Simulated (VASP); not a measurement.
Consider the following.

```
ScSi
1.0
    3.50620     0.00000     0.00000
   -1.75310     3.03646     0.00000
    0.00000     0.00000     7.58996
Sc Si
2 2
Direct
  0.00000   0.00000   0.00000
  0.00000   0.00000   0.50000
  0.33333   0.66667   0.25000
  0.66667   0.33333   0.75000
```

These are r2SCAN meta-GGA, VASP's PBE PAW potentials (set 64) (plane waves; VASP 6.6.1) values and carry that method's errors. Settings: 400 eV cut-off, 11×11×5 Γ-centred mesh, tetrahedra with Blöchl corrections, potentials Sc_sv Si.

Q: Give the energies of bands 9 to 18 at the high-symmetry points, in eV from the Fermi level.

A: 
```csv
band,Γ,M,K,A,L,H
9,-9.80,-7.03,-6.39,-9.21,-6.82,-6.39
10,-8.30,-6.61,-6.39,-9.21,-6.82,-6.39
11,-4.80,-4.22,-3.14,-3.00,-3.79,-2.80
12,-0.44,-2.85,-2.76,-3.00,-3.79,-2.80
13,0.19,-2.29,-2.76,0.91,-1.61,-2.42
14,0.45,-1.39,-1.68,0.91,-1.61,-2.42
15,0.45,-0.16,-1.68,0.91,0.42,-1.58
16,1.61,-0.03,-1.43,0.91,0.42,-1.58
17,1.61,0.64,1.45,1.93,0.47,1.14
18,2.15,1.78,1.45,1.93,0.47,1.14
```

It has no gap at this level: it comes out as a metal or semimetal.

The structure was generated: ScSi was put into the NiAs type type (P6_3/mmc), which need not be its known phase. It was relaxed first, which changed the volume by -25 %.
